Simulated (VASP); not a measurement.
Given:

```
CELL_PARAMETERS angstrom
      0.00000     2.19344     2.19344
      2.19344     0.00000     2.19344
      2.19344     2.19344     0.00000
ATOMIC_POSITIONS crystal
  Al 0.00000 0.00000 0.00000
  N  0.25000 0.25000 0.25000
```

All values below come from vdW-DF-cx, VASP's PBE PAW potentials (set 64) (plane waves; VASP 6.6.1). Run with 520 eV cut-off, Gaussian smearing of 0.050 eV, potentials Al N.

Question: What does the run give for the band gap (along the path) with the smallest direct gap where there is one?

Answer: 
```yaml
band gap (along the path): 3.27 eV
smallest direct gap (along the path): 4.12 eV
```

Total energies compare only between runs with the same potentials, cut-off and functional.

The compound is AlN in the zinc blende structure, a metastable form; wurtzite is the usual one. It was relaxed first.
